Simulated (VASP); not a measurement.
Output of a VASP run:

File OSZICAR:
```
       N       E                     dE             d eps       ncg     rms          rms(c)
DAV:   1     0.462530499202E+02    0.46253E+02   -0.33712E+03  1020   0.768E+02
DAV:   2     0.581412851404E+00   -0.45672E+02   -0.45181E+02  1046   0.255E+02
DAV:   3    -0.128795041347E+01   -0.18694E+01   -0.18680E+01  1238   0.611E+01
DAV:   4    -0.131406101547E+01   -0.26111E-01   -0.26110E-01  1064   0.757E+00
DAV:   5    -0.131466766710E+01   -0.60665E-03   -0.60664E-03  1154   0.116E+00    0.206E-01
DAV:   6    -0.131442372692E+01    0.24394E-03   -0.52162E-04  1180   0.396E-01    0.139E-01
DAV:   7    -0.131430669229E+01    0.11703E-03   -0.90968E-04  1228   0.462E-01    0.177E-02
DAV:   8    -0.131429722727E+01    0.94650E-05   -0.61106E-05  1240   0.186E-01    0.121E-02
DAV:   9    -0.131429761363E+01   -0.38637E-06   -0.37819E-07   760   0.975E-03
   1 F= -.13142976E+01 E0= -.13142289E+01  d E =-.206021E-03  mag=     0.0000     0.0000    -0.0000
```

File OUTCAR:
```
------------------------ aborting loop because EDIFF is reached ----------------------------------------
  FORCE on cell =-STRESS in cart. coord.  units (eV):
  Direction    XX          YY          ZZ          XY          YZ          ZX
  --------------------------------------------------------------------------------------
  Total       -0.1295603     -0.1295603     -0.1295603     -0.0000000      0.0000000     -0.0000000
  in kB       -5.3701152     -5.3701152     -5.3701152     -0.0000000      0.0000000     -0.0000000
  external PRESSURE =      -5.3701152 kB  Pullay stress =       0.0000000 kB
  volume of cell :       38.65
      direct lattice vectors                 reciprocal lattice vectors
    -2.130000000  2.130000000  2.130000000     0.000000000  0.234741784  0.234741784
     2.130000000 -2.130000000  2.130000000     0.234741784  0.000000000  0.234741784
     2.130000000  2.130000000 -2.130000000     0.234741784  0.234741784  0.000000000
 POSITION                                       TOTAL-FORCE (eV/Angst)
 -----------------------------------------------------------------------------------
      0.00000      0.00000      0.00000         0.000000     -0.000000      0.000000
 -----------------------------------------------------------------------------------
    total drift:                                0.000000      0.000000      0.000000
  FREE ENERGIE OF THE ION-ELECTRON SYSTEM (eV)
  ---------------------------------------------------
  free  energy   TOTEN  =        -1.3142976136 eV

  energy  without entropy=       -1.3140915931  energy(sigma->0) =       -1.31422894

 Ion:    1  E_soc:     -0.0007326
```
(Selected blocks of OUTCAR.)

### POSCAR
```
Na
1
   -2.1300000000     2.1300000000     2.1300000000
    2.1300000000    -2.1300000000     2.1300000000
    2.1300000000     2.1300000000    -2.1300000000
Na
1
Direct
  0.0000000000   0.0000000000   0.0000000000
```

**Question.** Reconstruct the remaining input files.

**Answer.** This is not unique; one that fits is the input of the run itself, PBE GGA with spin-orbit coupling, plane waves, VASP's PBE PAW potentials (set 64).

### INCAR
```
SYSTEM=Na
PREC=Accurate; ENCUT=400; LREAL=F
LASPH=T
EDIFF=1E-6; NELM=100; ALGO=Normal
ISMEAR=1; SIGMA=0.1
GGA=PE; GGA_COMPAT=F
MAGMOM=0 0 0
LSORBIT=T
ISIF=2
LWAVE=F; LCHARG=F
```

KPOINTS:
```
Automatic mesh
0
Gamma
9 9 9
0 0 0
```

POTCAR, in this order: Na_pv (PBE.64 set). Program: vasp_ncl.

The compound is Na in the bcc structure. The cell was not relaxed at this level.
